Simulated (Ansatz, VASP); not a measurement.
# NaCl: VASP beside Ansatz, part 2 of 2

One calculation is typed for both programs; each brings its own data sets. How far apart do they land? The cell is taken from a series of runs on this material, whose earlier steps may have relaxed, scaled, displaced or heated it; both programs get it as it stands.

VASP 6.6.1 and Ansatz 0.2.0.

So far: The structure; Ansatz: relaxation of cell and atoms, r2SCAN.

## Step 3: VASP: relaxation of cell and atoms, r2SCAN

Level of this step: r2SCAN; plane waves and PAW (Na_pv, Cl) (VASP).

The same cell, functional and mesh now go to VASP, with its own data sets.

Lines of VASP's logs that name or quote its potential files are left out, and so is its time.

INCAR

```
SYSTEM = NaCl
PREC = Accurate
ENCUT = 550
EDIFF = 1E-07
NELM = 120
ISMEAR = 0
SIGMA = 0.01
LREAL = .FALSE.
ALGO = Normal
METAGGA = R2SCAN
LASPH = .TRUE.
NBANDS = 13
LORBIT = 11
LWAVE = .FALSE.
LCHARG = .FALSE.
ISIF = 3
IBRION = 2
NSW = 80
EDIFFG = -0.005
GGA_COMPAT = .FALSE.
NELMIN = 4
EFERMI = MIDGAP
LMIXTAU = .TRUE.
```

POSCAR

```
NaCl
1.0
    0.0000000000      2.8039810000      2.8039810000
    2.8039810000      0.0000000000      2.8039810000
    2.8039810000      2.8039810000      0.0000000000
Na Cl
1 1
Direct
    0.0000000000      0.0000000000      0.0000000000
    0.5000000000      0.5000000000      0.5000000000
```

KPOINTS

```
Automatic mesh
0
Gamma
9 9 9
0 0 0
```

Potentials, in the order of the species: Na_pv and Cl (PBE family, release 64).

The run is started by

```sh
> mpirun -np 1 vasp_std
```

Numbers of over 12 decimals in the logs are rounded to 6 here.

The log of the run:

```text
[banner, memory and clock lines left out]
running    1 mpi-ranks, on    1 nodes
 distrk:  each k-point on    1 cores,    1 groups
 distr:  one band on    1 cores,    1 groups

 POSCAR found type information on POSCAR NaCl
 POSCAR found :  2 types and       2 ions
|                                                                             |
|               ----> ADVICE to this user running VASP <----                  |
|                                                                             |
|     You enforced a specific xc type in the INCAR file but a different       |
|     [... a line on the potential file left out ...]
|     I HOPE YOU KNOW WHAT YOU ARE DOING!                                     |
|                                                                             |

 LDA part: xc-table for (None), standard interpolation
 POSCAR, INCAR and KPOINTS ok, starting setup
 FFT: planning ... GRIDC
 FFT: planning ... GRID_SOFT
 FFT: planning ... GRID
 WAVECAR not read
 entering main loop
       N       E                     dE             d eps       ncg     rms          rms(c)
DAV:   1     0.980201214074E+02    0.98020E+02   -0.74991E+03   933   0.115E+03
DAV:   2    -0.681814201120E+01   -0.10484E+03   -0.96075E+02  1001   0.300E+02
DAV:   3    -0.157877207476E+02   -0.89696E+01   -0.89027E+01  1160   0.805E+01
DAV:   4    -0.159590305459E+02   -0.17131E+00   -0.17121E+00  1065   0.119E+01
DAV:   5    -0.159628524156E+02   -0.38219E-02   -0.38217E-02  1146   0.181E+00    0.227E+00
DAV:   6    -0.137636754061E+02    0.21992E+01   -0.85876E-01   980   0.995E+00    0.275E+00
DAV:   7    -0.135665395414E+02    0.19714E+00   -0.23590E-01   990   0.622E+00    0.693E-01
DAV:   8    -0.139666283230E+02   -0.40009E+00   -0.28643E-01   910   0.506E+00    0.883E-01
DAV:   9    -0.137805477185E+02    0.18608E+00   -0.57694E-02   960   0.296E+00    0.636E-01
DAV:  10    -0.137967608417E+02   -0.16213E-01   -0.28364E-02   930   0.194E+00    0.260E-01
DAV:  11    -0.137834721681E+02    0.13289E-01   -0.10113E-02   910   0.119E+00    0.179E-01
DAV:  12    -0.137834979377E+02   -0.25770E-04   -0.87482E-05  1195   0.104E-01    0.173E-01
DAV:  13    -0.137898558231E+02   -0.63579E-02   -0.14441E-03   910   0.380E-01    0.247E-01
DAV:  14    -0.137910457474E+02   -0.11899E-02   -0.10567E-03   910   0.410E-01    0.279E-01
[...]
DAV:  20    -0.137911341419E+02   -0.17078E-04   -0.63633E-05  1090   0.496E-02    0.294E-02
DAV:  21    -0.137911290827E+02    0.50592E-05   -0.11292E-06   980   0.116E-02    0.223E-02
DAV:  22    -0.137911116803E+02    0.17402E-04   -0.73588E-06   930   0.169E-02    0.127E-03
DAV:  23    -0.137911129832E+02   -0.13028E-05   -0.77375E-07   925   0.103E-02    0.336E-03
DAV:  24    -0.137911145352E+02   -0.15521E-05   -0.90577E-08  1020   0.363E-03    0.163E-03
DAV:  25    -0.137911146637E+02   -0.12841E-06   -0.26097E-08   788   0.157E-03    0.110E-03
DAV:  26    -0.137911152951E+02   -0.63142E-06   -0.76720E-09   470   0.878E-04    0.189E-04
DAV:  27    -0.137911153909E+02   -0.95859E-07   -0.14135E-09   460   0.407E-04
   1 F= -.13791115E+02 E0= -.13791115E+02  d E =-.137911E+02
[...]
2 F= -.13791292E+02 E0= -.13791292E+02  d E =-.177085E-03
[...]
3 F= -.13791312E+02 E0= -.13791312E+02  d E =-.196422E-03
 curvature:  -0.38 expect dE=-0.583E-05 dE for cont linesearch -0.583E-05
 ZBRENT: increasing intervall
 opt :   1.5351  next Energy=   -13.791323 (dE=-0.207E-03)
 bond charge predicted
       N       E                     dE             d eps       ncg     rms          rms(c)
DAV:   1    -0.137914561159E+02   -0.14434E-03   -0.31392E-03  1080   0.789E-01    0.775E-02
DAV:   2    -0.137913507399E+02    0.10538E-03   -0.13924E-04   980   0.126E-01    0.331E-02
DAV:   3    -0.137913392386E+02    0.11501E-04   -0.46453E-05  1125   0.743E-02    0.147E-02
DAV:   4    -0.137913306333E+02    0.86053E-05   -0.79843E-06   910   0.381E-02    0.274E-03
DAV:   5    -0.137913433193E+02   -0.12686E-04   -0.60260E-06   910   0.343E-02    0.171E-03
DAV:   6    -0.137913398389E+02    0.34805E-05   -0.11625E-06   920   0.131E-02    0.543E-04
DAV:   7    -0.137913409047E+02   -0.10658E-05   -0.19925E-07   910   0.488E-03    0.374E-04
DAV:   8    -0.137913409973E+02   -0.92676E-07   -0.10514E-08   904   0.126E-03
   4 F= -.13791341E+02 E0= -.13791341E+02  d E =-.225606E-03
 curvature:  -0.71 expect dE=-0.707E-06 dE for cont linesearch -0.707E-06
 trial: gam=-0.06794 g(F)=  0.297E-58 g(S)=  0.100E-05 ort = 0.137E-04 (trialstep = 0.111E+01)
 search vector abs. value=  0.549E-08
 reached required accuracy - stopping structural energy minimisation
```

OUTCAR, selected parts (step 3):

```text
ion  position               nearest neighbor table
   1  0.000  0.000  0.000-
   2  0.500  0.500  0.500-

  LATTYP: Found a face centered cubic cell.
 ALAT       =     5.6079620000

 Subroutine GETGRP returns: Found 48 space group operations
 (whereof 48 operations were pure point group operations)

The static configuration has the point symmetry O_h .

 Found     35 irreducible k-points:

   k-points           NKPTS =     35   k-points in BZ     NKDIM =     35   number of bands    NBANDS=     13

   dimension x,y,z NGX =    30 NGY =   30 NGZ =   30
   dimension x,y,z NGXF=    60 NGYF=   60 NGZF=   60

   ENCUT  =  550.0 eV  40.42 Ry    6.36 a.u.   7.58  7.58  7.58*2*pi/ulx,y,z

   NELECT =      14.0000    total number of electrons

 k-points in reciprocal lattice and weights: Automatic mesh
   0.00000000  0.00000000  0.00000000       0.001
   0.11111111  0.00000000  0.00000000       0.011
   0.22222222  0.00000000  0.00000000       0.011
   0.33333333  0.00000000  0.00000000       0.011
   0.44444444  0.00000000  0.00000000       0.011
   0.11111111  0.11111111  0.00000000       0.008
   0.22222222  0.11111111  0.00000000       0.033
   0.33333333  0.11111111  0.00000000       0.033
   0.44444444  0.11111111  0.00000000       0.033
[...]
-0.33333333  0.44444444  0.11111111       0.033
  -0.33333333  0.44444444  0.22222222       0.033

 average (electrostatic) potential at core
       1 -52.0171       2 -96.8188

 E-fermi :   1.9764

 k-point     1 :       0.0000    0.0000    0.0000
  band No.  band energies     occupation
    ...
      3     -22.5096      2.00000
      4     -14.3067      2.00000
      5      -1.0319      2.00000
      6      -1.0319      2.00000
      7      -1.0319      2.00000
      8       4.9848      0.00000
      9      10.7499      0.00000
     10      10.7499      0.00000
     11      10.7499      0.00000
     12      13.0281      0.00000
    ...

 k-point     2 :       0.1111    0.0000    0.0000
  band No.  band energies     occupation
    ...
      3     -22.5099      2.00000
      4     -14.2662      2.00000
      5      -1.3316      2.00000
      6      -1.0681      2.00000
      7      -1.0680      2.00000
      8       5.3874      0.00000
      9      10.2982      0.00000
     10      10.9260      0.00000
     11      10.9260      0.00000
     12      12.8449      0.00000
    ...

 k-point     3 :       0.2222    0.0000    0.0000
  band No.  band energies     occupation
    ...
      3     -22.5105      2.00000
      4     -14.1612      2.00000
      5      -1.9823      2.00000
      6      -1.1570      2.00000
      7      -1.1569      2.00000
      8       6.2410      0.00000
      9       9.7701      0.00000
     10      11.1527      0.00000
     11      11.1527      0.00000
     12      12.8895      0.00000
    ...

  Total       -0.0037231     -0.0037231     -0.0037231      0.0000000     -0.0000000      0.0000000
  in kB       -0.1360532     -0.1360532     -0.1360532      0.0000000     -0.0000000      0.0000000
  external PRESSURE =      -0.1360532 kB  Pullay stress =       0.0000000 kB

  energy-cutoff  :      550.00
  volume of cell :       43.84
      direct lattice vectors                 reciprocal lattice vectors
     0.000000000  2.798708697  2.798708697    -0.178653820  0.178653820  0.178653820
     2.798708697 -0.000000000  2.798708697     0.178653820 -0.178653820  0.178653820
     2.798708697  2.798708697 -0.000000000     0.178653820  0.178653820 -0.178653820

 POSITION                                       TOTAL-FORCE (eV/Angst)
 -----------------------------------------------------------------------------------
      5.59742      5.59742      5.59742        -0.000000     -0.000000     -0.000000
      2.79871      2.79871      2.79871         0.000000      0.000000      0.000000
 -----------------------------------------------------------------------------------
    total drift:                                0.000000      0.000000      0.000000

  FREE ENERGIE OF THE ION-ELECTRON SYSTEM (eV)
  ---------------------------------------------------
  free  energy   TOTEN  =       -13.7913409973 eV

  energy  without entropy=      -13.7913409973  energy(sigma->0) =      -13.79134100

 reached required accuracy - stopping structural energy minimisation

 total charge
# of ion       s       p       d       tot
------------------------------------------
    1        0.037   5.981   0.000   6.017
    2        1.594   3.617   0.000   5.212
--------------------------------------------------
tot          1.631   9.598   0.000  11.229

[... 3 further parts left out ...]
```

CONTCAR:

```
NaCl
   1.00000000000000
     0.0000000000000000    2.7987086968599413    2.7987086968599413
     2.7987086968599413   -0.0000000000000000    2.7987086968599413
     2.7987086968599413    2.7987086968599413   -0.0000000000000000
  Na              Cl
     1     1
Direct
     1.0000000000000000    1.0000000000000000    1.0000000000000000
     0.5000000000000000    0.5000000000000000    0.5000000000000000
```

## Step 4: Differences

Known differences besides the potentials themselves: VASP keeps PBE cores, Ansatz makes them for the functional; fixed occupations in Ansatz, narrow Gaussian smearing in VASP; the data sets hold 16 valence electrons in Ansatz (on its default PAW (the set named soft_2) files) and 14 in VASP; the cutoff is 500 eV in Ansatz and 550 eV in VASP; Ansatz adds a Pulay correction to the stress that steers its cell, VASP none. Total energies have different zeros and are not compared.

The two programs side by side:

| quantity | Ansatz | VASP | difference |
| --- | --- | --- | --- |
| volume (Å³) | 44.09 | 43.84 | +0.57 % |
| edge a after relaxation, in the typed setting (Å) | 3.965 | 3.958 | +0.19 % |

## Step 5: Summary of results

```yaml
difference_in_volume_relaxation_of_cell_and_atoms_r2scan: 0.57 %
```

What this shows: The difference in volume is 0.57 % (relaxation of cell and atoms, r2SCAN), within the 1.2 % picked in this series as the mark of a large difference, as far as the stopping tolerances let one tell. The data sets hold unlike numbers of valence electrons (16 in Ansatz and 14 in VASP), so part of the differences comes from the potentials. Such differences can come from data sets, numerical settings and the points named under the comparisons, not from the functional's error against experiment.

[Lines on the potential files, build, host, timing and source positions are cut from VASP's logs without a mark.]

[Logs are printed without paths, hosts, clocks, repeated set-up lines and the standing remarks that a program may print on its own settings, such as how far it seeks lower states.]

[Hosts, paths, dates, database ids (printed as entryN), source tags and the programs' standing remarks are cut or masked in the printed files.]
